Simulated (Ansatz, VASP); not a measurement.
# HfC: VASP beside Ansatz

Aim: how closely do two programs agree when they are given the same cell, functional and k mesh? The cell is taken from a series of runs on this material, whose earlier steps may have relaxed, scaled, displaced or heated it; both programs get it as it stands.

Calculated with Ansatz 0.2.0; plane waves, with VASP 6.6.1 beside it; zone-centre phonons at LDA.

### 1. The structure

It takes space group Immm (No. 71, orthorhombic). Conventional cell: a = 3.169 Å, b = 3.253 Å, c = 4.585 Å, α = 90.00°, β = 90.00°, γ = 90.00°. Nearest to C lie 6 Hf at 2.27 to 2.29 Å. Nearest to Hf lie 6 C at 2.27 to 2.29 Å. Farther neighbours are not listed.

Coordinates:

```cif
data_structure
_symmetry_space_group_name_H-M 'Immm'
_symmetry_Int_Tables_number 71
_cell_length_a 3.1688
_cell_length_b 3.2529
_cell_length_c 4.5851
_cell_angle_alpha 90.000
_cell_angle_beta 90.000
_cell_angle_gamma 90.000
_cell_volume 47.26
loop_
_atom_site_label
_atom_site_type_symbol
_atom_site_symmetry_multiplicity
_atom_site_Wyckoff_symbol
_atom_site_fract_x
_atom_site_fract_y
_atom_site_fract_z
_atom_site_occupancy
C1 C 2 a 0.00000 0.00000 0.00000 1
Hf1 Hf 2 c 0.00000 0.00000 0.50000 1
```

### 2. VASP: zone-centre phonons, LDA

Second derivatives magnify differences that forces hide, and they need a tight electronic threshold.

Lines of VASP's logs that name or quote its potential files are left out, and so is its time.

File INCAR:

```
SYSTEM = HfC
PREC = Accurate
ENCUT = 600
EDIFF = 1E-08
NELM = 120
ISMEAR = 1
SIGMA = 0.2
LREAL = .FALSE.
ALGO = Normal
GGA = CA
NBANDS = 13
LASPH = .TRUE.
LORBIT = 11
LWAVE = .FALSE.
LCHARG = .FALSE.
ISIF = 2
IBRION = 8
GGA_COMPAT = .FALSE.
KPAR = 2
```

File POSCAR:

```
HfC
1.0
   -0.0297492676      2.2703944135      2.2925257084
    2.2703944135     -0.0297492676      2.2925257084
    2.2406451459      2.2406451459      0.0000000000
C Hf
1 1
Direct
    0.0000000000      0.0000000000      0.0000000000
    0.5000000000      0.5000000000      0.5000000000
```

File KPOINTS:

```
Automatic mesh
0
Gamma
16 16 16
0 0 0
```

PAW data sets: C and Hf_pv (LDA family, release 64).

Run with:

```bash
$ mpirun -np 2 vasp_std
```

Numbers of over 12 decimals in the logs are rounded to 6 here.

The log of the run:

```text
[banner, memory and clock lines left out]
running    2 mpi-ranks, on    1 nodes
 distrk:  each k-point on    1 cores,    2 groups
 distr:  one band on    1 cores,    1 groups

 POSCAR found type information on POSCAR C Hf
 POSCAR found :  2 types and       2 ions
 LDA part: xc-table for (Slater(with rela. corr.)+CA(PZ))
 , standard interpolation
 POSCAR, INCAR and KPOINTS ok, starting setup
 FFT: planning ... GRIDC
 FFT: planning ... GRID_SOFT
 FFT: planning ... GRID
 WAVECAR not read
 entering main loop
       N       E                     dE             d eps       ncg     rms          rms(c)
DAV:   1     0.245531949840E+02    0.24553E+02   -0.86285E+03 16178   0.119E+03
DAV:   2    -0.242766576271E+02   -0.48830E+02   -0.45755E+02 20298   0.224E+02
DAV:   3    -0.259966440814E+02   -0.17200E+01   -0.17109E+01 20151   0.299E+01
DAV:   4    -0.260060466077E+02   -0.94025E-02   -0.94014E-02 18089   0.264E+00
DAV:   5    -0.260061111990E+02   -0.64591E-04   -0.64590E-04 20381   0.200E-01    0.647E+01
DAV:   6    -0.229675400897E+02    0.30386E+01   -0.13686E+01 18671   0.197E+01    0.456E+01
DAV:   7    -0.229007128565E+02    0.66827E-01   -0.59903E-01 18891   0.546E+00    0.252E+01
DAV:   8    -0.228856156792E+02    0.15097E-01   -0.53969E-02 19776   0.181E+00    0.522E+00
DAV:   9    -0.228807760650E+02    0.48396E-02   -0.23501E-02 19366   0.814E-01    0.183E+00
DAV:  10    -0.228803282497E+02    0.44782E-03   -0.16827E-03 19465   0.301E-01    0.552E-02
DAV:  11    -0.228803275735E+02    0.67614E-06   -0.73130E-05 19356   0.768E-02    0.616E-02
DAV:  12    -0.228803273080E+02    0.26557E-06   -0.17331E-06 20376   0.111E-02    0.270E-02
DAV:  13    -0.228803270657E+02    0.24228E-06   -0.61371E-07 19406   0.435E-03    0.124E-03
DAV:  14    -0.228803270670E+02   -0.13099E-08   -0.19910E-08 17818   0.119E-03
   1 F= -.22880327E+02 E0= -.22880190E+02  d E =-.409870E-03
 Linear response reoptimize wavefunctions to high precision
DAV:   1    -0.228803270669E+02    0.76398E-10   -0.76068E-10 14078   0.247E-04
 Linear response DOF=           4
 Linear response progress:
  Degree of freedom:   1/  4
       N       E                     dE             d eps       ncg     rms          rms(c)
RMM:   1    -0.124533342632E+00   -0.12453E+00    0.16334E-02 63074   0.196E+00
RMM:   2    -0.119164479813E+00    0.53689E-02   -0.37265E-03 45791   0.372E-01    0.480E-01
RMM:   3    -0.119480576913E+00   -0.31610E-03   -0.75860E-04 41917   0.158E-01    0.249E-01
RMM:   4    -0.120461369611E+00   -0.98079E-03   -0.45728E-04 42628   0.119E-01    0.396E-02
RMM:   5    -0.120456098134E+00    0.52715E-05   -0.11780E-05 47403   0.253E-02    0.115E-02
RMM:   6    -0.120455899680E+00    0.19845E-06   -0.38018E-07 51229   0.413E-03    0.442E-03
RMM:   7    -0.120443597636E+00    0.12302E-04   -0.99176E-08 49929   0.217E-03    0.280E-03
RMM:   8    -0.120446946578E+00   -0.33489E-05   -0.11492E-08 53055   0.666E-04    0.267E-04
RMM:   9    -0.120446363668E+00    0.58291E-06    0.27556E-09 55692   0.124E-04    0.215E-04
RMM:  10    -0.120446363741E+00   -0.72516E-10   -0.12253E-08 56401   0.323E-05    0.379E-05
 first order change of Fermi-energy   0.11549E-02
 force on displaced ion       1 direction 1 :  -9.658   0.565   0.000
 Linear response progress:
  Degree of freedom:   2/  4
       N       E                     dE             d eps       ncg     rms          rms(c)
RMM:   1    -0.123283508914E+00   -0.12328E+00    0.21709E-02 35527   0.193E+00
RMM:   2    -0.118762570807E+00    0.45209E-02   -0.34704E-03 25884   0.361E-01    0.429E-01
RMM:   3    -0.119078698058E+00   -0.31613E-03   -0.71549E-04 23515   0.153E-01    0.221E-01
RMM:   4    -0.120036010863E+00   -0.95731E-03   -0.44165E-04 23839   0.116E-01    0.369E-02
RMM:   5    -0.120034811911E+00    0.11990E-05   -0.11198E-05 26694   0.245E-02    0.110E-02
RMM:   6    -0.120033746100E+00    0.10658E-05   -0.36705E-07 28553   0.407E-03    0.426E-03
RMM:   7    -0.120022510297E+00    0.11236E-04   -0.87912E-08 27845   0.203E-03    0.271E-03
RMM:   8    -0.120025166677E+00   -0.26564E-05   -0.61807E-09 29707   0.631E-04    0.276E-04
RMM:   9    -0.120024788457E+00    0.37822E-06    0.17266E-08 30943   0.109E-04    0.205E-04
RMM:  10    -0.120024793371E+00   -0.49145E-08   -0.95887E-10 31461   0.279E-05    0.530E-05
 first order change of Fermi-energy   0.10411E-02
 force on displaced ion       1 direction 3 :  -0.000  -0.000  -8.405
 Linear response progress:
  Degree of freedom:   3/  4
       N       E                     dE             d eps       ncg     rms          rms(c)
RMM:   1    -0.211943314922E+00   -0.21194E+00    0.37894E+00 31654   0.118E+01
RMM:   2    -0.207145342189E+00    0.47980E-02   -0.30182E-02 44071   0.126E+00    0.571E-01
RMM:   3    -0.206474757935E+00    0.67058E-03   -0.94679E-04 55053   0.148E-01    0.238E-01
RMM:   4    -0.206002228808E+00    0.47253E-03   -0.79696E-05 59214   0.512E-02    0.143E-01
RMM:   5    -0.205602536686E+00    0.39969E-03   -0.30168E-05 60218   0.355E-02    0.144E-02
RMM:   6    -0.205600241171E+00    0.22955E-05   -0.30891E-06 59772   0.106E-02    0.705E-03
RMM:   7    -0.205609235221E+00   -0.89941E-05   -0.19043E-06 64949   0.250E-03    0.707E-03
RMM:   8    -0.205610296207E+00   -0.10610E-05   -0.38989E-06 65512   0.610E-04    0.179E-03
RMM:   9    -0.205610886118E+00   -0.58991E-06   -0.26067E-06 65594   0.303E-04    0.200E-04
RMM:  10    -0.205611206571E+00   -0.32045E-06   -0.15730E-06 64257   0.114E-04    0.105E-04
RMM:  11    -0.205611255022E+00   -0.48452E-07   -0.72521E-07 69035   0.501E-05    0.871E-05
RMM:  12    -0.205611278078E+00   -0.23055E-07   -0.32709E-07 65523   0.295E-05    0.286E-05
RMM:  13    -0.205611288901E+00   -0.10823E-07   -0.15725E-07 63336   0.215E-05    0.164E-06
RMM:  14    -0.205611287797E+00    0.11040E-08   -0.66864E-08 53950   0.177E-05    0.108E-05
 first order change of Fermi-energy  -0.10298E-02
 force on displaced ion       2 direction 1 :  -9.657   0.563   0.000
 Linear response progress:
  Degree of freedom:   4/  4
       N       E                     dE             d eps       ncg     rms          rms(c)
RMM:   1    -0.212517729192E+00   -0.21252E+00    0.37044E+00 18178   0.117E+01
RMM:   2    -0.208211053738E+00    0.43067E-02   -0.29764E-02 24986   0.125E+00    0.531E-01
RMM:   3    -0.207582398819E+00    0.62865E-03   -0.92548E-04 30688   0.143E-01    0.212E-01
RMM:   4    -0.207139887609E+00    0.44251E-03   -0.72226E-05 33105   0.478E-02    0.133E-01
RMM:   5    -0.206743714923E+00    0.39617E-03   -0.27299E-05 33521   0.340E-02    0.133E-02
RMM:   6    -0.206738801554E+00    0.49134E-05   -0.26954E-06 33734   0.991E-03    0.558E-03
RMM:   7    -0.206749638930E+00   -0.10837E-04    0.15601E-06 35902   0.230E-03    0.607E-03
RMM:   8    -0.206750723262E+00   -0.10843E-05   -0.28769E-06 36593   0.547E-04    0.141E-03
RMM:   9    -0.206751115302E+00   -0.39204E-06   -0.19406E-06 36485   0.267E-04    0.166E-04
RMM:  10    -0.206751415052E+00   -0.29975E-06   -0.12484E-06 35968   0.101E-04    0.917E-05
RMM:  11    -0.206751462963E+00   -0.47911E-07   -0.58263E-07 38824   0.424E-05    0.768E-05
RMM:  12    -0.206751483255E+00   -0.20292E-07   -0.29388E-07 35667   0.240E-05    0.784E-06
RMM:  13    -0.206751487290E+00   -0.40352E-08   -0.14968E-07 33963   0.175E-05    0.522E-06
RMM:  14    -0.206751489414E+00   -0.21241E-08   -0.79796E-08 29028   0.145E-05    0.654E-06
 first order change of Fermi-energy  -0.75767E-03
 force on displaced ion       2 direction 3 :  -0.000  -0.000  -8.403
 Linear response finished
```

Parts of OUTCAR (step 2):

```text
ion  position               nearest neighbor table
   1  0.000  0.000  0.000-   2 2.27   2 2.27   2 2.27   2 2.27   2 2.29   2 2.29
   2  0.500  0.500  0.500-   1 2.27   1 2.27   1 2.27   1 2.27   1 2.29   1 2.29

  LATTYP: Found a body centered orthorhombic cell.
 ALAT       =     3.1687507538
 B/A-ratio  =     1.0265541982
 C/A-ratio  =     1.4469586828

 Subroutine GETGRP returns: Found  8 space group operations
 (whereof  8 operations were pure point group operations)

The static configuration has the point symmetry D_2h.

 Found    621 irreducible k-points:

   k-points           NKPTS =    621   k-points in BZ     NKDIM =    621   number of bands    NBANDS=     13

   dimension x,y,z NGX =    28 NGY =   28 NGZ =   28
   dimension x,y,z NGXF=    56 NGYF=   56 NGZF=   56

   ENCUT  =  600.0 eV  44.10 Ry    6.64 a.u.   6.44  6.44  6.33*2*pi/ulx,y,z

   NELECT =      14.0000    total number of electrons

 k-points in reciprocal lattice and weights: Automatic mesh
   0.00000000  0.00000000  0.00000000       0.000
   0.06250000  0.00000000  0.00000000       0.001
   0.12500000  0.00000000  0.00000000       0.001
   0.18750000  0.00000000  0.00000000       0.001
   0.25000000  0.00000000  0.00000000       0.001
   0.31250000  0.00000000  0.00000000       0.001
   0.37500000  0.00000000  0.00000000       0.001
   0.43750000  0.00000000  0.00000000       0.001
   0.50000000  0.00000000  0.00000000       0.000
[...]
0.25000000  0.25000000  0.50000000       0.000
  -0.25000000  0.25000000  0.50000000       0.000

 average (electrostatic) potential at core
       1 -51.3685       2 -34.9440

  Total        0.7911497      0.7911497      0.0815259      0.6905812      0.0000000      0.0000000
  in kB       53.6410188     53.6410188      5.5275659     46.8223382      0.0000000      0.0000000
  external PRESSURE =      37.6032011 kB  Pullay stress =       0.0000000 kB

  energy-cutoff  :      600.00
  volume of cell :       23.63
      direct lattice vectors                 reciprocal lattice vectors
    -0.029749268  2.270394414  2.292525708    -0.217377725  0.217377725  0.218100062
     2.270394414 -0.029749268  2.292525708     0.217377725 -0.217377725  0.218100062
     2.240645146  2.240645146  0.000000000     0.223150016  0.223150016 -0.218100062

 POSITION                                       TOTAL-FORCE (eV/Angst)
 -----------------------------------------------------------------------------------
      0.00000      0.00000      0.00000         0.000000     -0.000000      0.000000
      2.24065      2.24065      2.29253        -0.000000      0.000000      0.000000
 -----------------------------------------------------------------------------------
    total drift:                                0.000000      0.000000      0.000000

 Eigenvectors and eigenvalues of the dynamical matrix
 ----------------------------------------------------

   1 f  =   14.900266 THz    93.621132 2PiTHz  497.019374 cm-1    61.622521 meV
             X         Y         Z           dx          dy          dz
      0.000000  0.000000  0.000000    -0.684460    0.684460   -0.000000
      2.240645  2.240645  2.292526     0.177524   -0.177524   -0.000000

   2 f  =   14.052702 THz    88.295729 2PiTHz  468.747671 cm-1    58.117278 meV
             X         Y         Z           dx          dy          dz
      0.000000  0.000000  0.000000     0.684449    0.684449   -0.000000
      2.240645  2.240645  2.292526    -0.177567   -0.177567   -0.000000

   3 f  =   13.510571 THz    84.889421 2PiTHz  450.664137 cm-1    55.875207 meV
             X         Y         Z           dx          dy          dz
      0.000000  0.000000  0.000000     0.000000    0.000000    0.967968
      2.240645  2.240645  2.292526    -0.000000    0.000000   -0.251073

   4 f/i=    0.000295 THz     0.001851 2PiTHz    0.009826 cm-1     0.001218 meV
             X         Y         Z           dx          dy          dz
      0.000000  0.000000  0.000000    -0.177567   -0.177566   -0.000000
      2.240645  2.240645  2.292526    -0.684449   -0.684449   -0.000000

   5 f/i=    0.000335 THz     0.002102 2PiTHz    0.011160 cm-1     0.001384 meV
             X         Y         Z           dx          dy          dz
      0.000000  0.000000  0.000000     0.000000    0.000000   -0.251073
      2.240645  2.240645  2.292526     0.000000    0.000000   -0.967968

   6 f/i=    0.000609 THz     0.003827 2PiTHz    0.020319 cm-1     0.002519 meV
             X         Y         Z           dx          dy          dz
      0.000000  0.000000  0.000000    -0.177524    0.177524   -0.000000
      2.240645  2.240645  2.292526    -0.684460    0.684460   -0.000000

 ELASTIC MODULI CONTR FROM IONIC RELAXATION (kBar)
 Direction    XX          YY          ZZ          XY          YZ          ZX
 --------------------------------------------------------------------------------
 XX           0.0000      0.0000      0.0000      0.0000      0.0000      0.0000
 YY           0.0000      0.0000      0.0000      0.0000      0.0000      0.0000
 ZZ           0.0000      0.0000      0.0000      0.0000      0.0000      0.0000
 XY           0.0000      0.0000      0.0000      0.0000      0.0000      0.0000
 YZ           0.0000      0.0000      0.0000      0.0000      0.0000      0.0000
 ZX           0.0000      0.0000      0.0000      0.0000      0.0000      0.0000
 --------------------------------------------------------------------------------
```

(Part 1 of 2 ends here.)

[Lines on the potential files, build, host, timing and source positions are cut from VASP's logs without a mark.]

[Logs are printed without paths, hosts, clocks, repeated set-up lines and the standing remarks that a program may print on its own settings, such as how far it seeks lower states.]

[Hosts, paths, dates, database ids (printed as entryN), source tags and the programs' standing remarks are cut or masked in the printed files.]
